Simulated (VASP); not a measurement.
Output of a VASP run:

**OSZICAR**
```
       N       E                     dE             d eps       ncg     rms          rms(c)
DAV:   1    -0.399524577052E+04   -0.39952E+04   -0.72396E+03   128   0.858E+02
DAV:   2    -0.410992914966E+04   -0.11468E+03   -0.11365E+03   124   0.273E+02
DAV:   3    -0.411721360669E+04   -0.72845E+01   -0.70602E+01   142   0.746E+01
DAV:   4    -0.411741283838E+04   -0.19923E+00   -0.19918E+00   152   0.154E+01
DAV:   5    -0.863946193467E+01    0.41088E+04   -0.97876E+00   136   0.509E+01    0.112E+01
DAV:   6    -0.843544501435E+01    0.20402E+00   -0.72965E-01   118   0.610E+00    0.543E+00
DAV:   7    -0.844527009676E+01   -0.98251E-02   -0.30439E-01   130   0.273E+00    0.365E+00
DAV:   8    -0.845494669481E+01   -0.96766E-02   -0.26571E-02   144   0.776E-01    0.250E+00
DAV:   9    -0.845417024555E+01    0.77645E-03   -0.11297E-03   118   0.294E-01    0.148E+00
DAV:  10    -0.845387713984E+01    0.29311E-03   -0.10383E-03   118   0.176E-01    0.816E-01
DAV:  11    -0.845392032460E+01   -0.43185E-04   -0.31503E-04   154   0.804E-02    0.434E-01
DAV:  12    -0.845394284528E+01   -0.22521E-04   -0.30337E-05   132   0.421E-02    0.252E-01
DAV:  13    -0.845395347946E+01   -0.10634E-04   -0.11636E-05   132   0.266E-02    0.151E-01
DAV:  14    -0.845396066512E+01   -0.71857E-05   -0.55708E-06   124   0.165E-02    0.921E-02
DAV:  15    -0.845396463480E+01   -0.39697E-05   -0.16157E-06    74   0.107E-02    0.569E-02
DAV:  16    -0.845396661651E+01   -0.19817E-05   -0.72083E-07    74   0.749E-03    0.358E-02
DAV:  17    -0.845396758963E+01   -0.97313E-06   -0.31085E-07    56   0.535E-03
   1 F= -.84539676E+01 E0= -.84539676E+01  d E =-.216941E-13
```

### OUTCAR
```
------------------------ aborting loop because EDIFF is reached ----------------------------------------
  FORCE on cell =-STRESS in cart. coord.  units (eV):
  Direction    XX          YY          ZZ          XY          YZ          ZX
  --------------------------------------------------------------------------------------
  Total        0.7874203      0.7874203      0.7874203     -0.0000000      0.0000000      0.0000000
  in kB       18.0234187     18.0234187     18.0234187     -0.0000000      0.0000000      0.0000000
  external PRESSURE =      18.0234187 kB  Pullay stress =       0.0000000 kB
  volume of cell :       70.00
      direct lattice vectors                 reciprocal lattice vectors
     0.000000000  3.271021000  3.271021000    -0.152857472  0.152857472  0.152857472
     3.271021000  0.000000000  3.271021000     0.152857472 -0.152857472  0.152857472
     3.271021000  3.271021000  0.000000000     0.152857472  0.152857472 -0.152857472
  FREE ENERGIE OF THE ION-ELECTRON SYSTEM (eV)
  ---------------------------------------------------
  free  energy   TOTEN  =        -8.4539675896 eV

  energy  without entropy=       -8.4539675896  energy(sigma->0) =       -8.45396759

  exchange ACFDT corr.  =         0.00000000  see jH, gK, PRB 81, 115126
```
(Selected blocks of OUTCAR.)

**POSCAR**
```
PbTe
1
    0.0000000000     3.2710210000     3.2710210000
    3.2710210000     0.0000000000     3.2710210000
    3.2710210000     3.2710210000     0.0000000000
Te Pb
1 1
Direct
  0.5000000000   0.5000000000   0.5000000000
  0.0000000000   0.0000000000   0.0000000000
```

**Question.** Write an INCAR and KPOINTS that could have produced this output.

**Answer.** One answer among several that fit: the input of the run itself, B3LYP hybrid, plane waves, VASP's PBE PAW potentials (set 64).

KPOINTS:
```
Automatic mesh
0
Gamma
3 3 3
0 0 0
```

INCAR:
```
SYSTEM  =  PbTe
PREC  =  Accurate; ENCUT  =  300; LREAL  =  .FALSE.
LASPH  =  .TRUE.; ISYM  =  3
EDIFF  =  1E-6; NELM  =  100; ALGO  =  Normal
LMAXMIX  =  4
ISMEAR  =  -1; SIGMA  =  0.01
GGA  =  B3; AGGAC  =  0.81; AGGAX  =  0.72
ALDAC  =  0.19; LHFCALC  =  .TRUE.; AEXX  =  0.2
HFRCUT  =  -1; PRECFOCK  =  Fast
ISIF  =  2
LWAVE  =  .FALSE.; LCHARG  =  .FALSE.
```

POTCAR, in this order: Te Pb_d (PBE.64 set). Program: vasp_std.

At this cut-off the stress carries a Pulay error, which pulls relaxed volumes low.

The structure is a typed PbTe crystal. The cell was not relaxed at this level. The k-mesh is coarse (spacing up to 0.55 per Å, 2π included), so the numbers may not be converged in it. The run is one of a series of settings (AEXX = 0.2, AGGAC = 0.81, AGGAX = 0.72, ALDAC = 0.19, GGA = B3, HFRCUT = -1, ISYM = 3, LHFCALC = .TRUE., PRECFOCK = Fast, KPOINTS 3×3×3 Γ-centred mesh against the base run), some of them coarse on purpose.
